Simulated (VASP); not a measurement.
Consider the following.

```yaml
crystal:
  lattice:
    - [0.00000, 3.02037, 3.02037]
    - [3.02037, 0.00000, 3.02037]
    - [3.02037, 3.02037, 0.00000]
  atoms:
    - { symbol: Ga, position: [0.00000, 0.00000, 0.00000] }
    - { symbol: Sb, position: [0.25000, 0.25000, 0.25000] }
```

These are optB86b-vdW, VASP's PBE PAW potentials (set 64) (plane waves; VASP) values and carry that method's errors. Run with 520 eV cut-off, 10×10×10 Γ-centred mesh, first-order Methfessel-Paxton smearing of 0.10 eV, potentials Ga_d Sb.

Unless said otherwise, spin-orbit coupling is left out, though it shifts the bands of the heavy elements here.

### Question
Predict the energy per atom (σ→0), pressure, band gap (on the k-mesh) with the smallest direct gap where there is one.

### Answer

```json
{
 "band gap (on the k-mesh)": "0.23 eV",
 "smallest direct gap (on the k-mesh)": "0.23 eV",
 "energy per atom (σ→0)": "-1.038 eV/atom",
 "pressure": "3.36 GPa"
}
```

The absolute energy has meaning only against runs of the same code, potentials and settings.

The compound is GaSb in the zinc blende structure. This cell is one point of a volume scan, at 0.94 of the reference volume.
